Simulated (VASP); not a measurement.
Method: LDA (Ceperley-Alder, Perdew-Zunger), VASP's LDA PAW potentials (set 64) (plane waves; VASP).

Input for VASP

File KPOINTS:
```
Automatic mesh
0
Gamma
 5 5 5
0 0 0
```

### POSCAR
```
Bi2Te3
1
   10.0392703786    -2.1769299998    -0.0175774174
   10.0392703786     2.1769299998    -0.0175774174
    9.5737721820    -0.0000000000     3.7241318493
Bi Te
2 3
Direct
  0.4002200554   0.4002200554   0.4002200554
  0.5997799446   0.5997799446   0.5997799446
  0.0000000000   0.0000000000   0.0000000000
  0.2088103695   0.2088103695   0.2088103695
  0.7911896305   0.7911896305   0.7911896305
```

### INCAR
```
# general
SYSTEM =Bi2Te3
PREC   =Accurate
ENCUT  =400
LREAL  =.FALSE.
LASPH  =.TRUE.

# electronic loop
EDIFF  =1E-8
NELM   =100
ALGO   =Normal
LMAXMIX=4

# smearing
ISMEAR =0
SIGMA  =0.05

# ions
IBRION =1
NSW    =30
ISIF   =2
EDIFFG =-0.001

# output
LWAVE  =.FALSE.
LCHARG =.FALSE.
```

POTCAR, in this order: Bi_d Te (LDA.64 set). Program: vasp_std.

Unless said otherwise, spin-orbit coupling is left out, though it shifts the bands of the heavy elements here.

What does the run give for the energy per atom (σ→0), band gap (on the k-mesh)?

| Item | Value |
|---|---|
| energy per atom (σ→0) | -417.0 kJ/mol of atoms |
| band gap (on the k-mesh) | 0.15 eV |

OSZICAR:
```
...
       N       E                     dE             d eps       ncg     rms          rms(c)
DAV:   1    -0.216071376996E+02    0.13428E-04   -0.65335E-03  1124   0.413E-01    0.103E-02
DAV:   2    -0.216071543412E+02   -0.16642E-04   -0.18255E-04  1600   0.918E-02    0.760E-03
DAV:   3    -0.216071543061E+02    0.35094E-07   -0.34347E-06  1300   0.128E-02    0.777E-03
DAV:   4    -0.216071542827E+02    0.23402E-07   -0.28880E-07  1436   0.305E-03    0.585E-03
DAV:   5    -0.216071542304E+02    0.52261E-07   -0.10090E-07  1164   0.166E-03    0.217E-03
DAV:   6    -0.216071542207E+02    0.97352E-08   -0.46468E-08  1048   0.107E-03
   5 F= -.21607154E+02 E0= -.21607129E+02  d E =-.309316E-05
```

The compound is Bi2Te3 in the tetradymite structure. This run relaxes the ions in a fixed cell. Symmetry was kept, so distortions that lower it aren't found. The start is the result of an earlier pass.
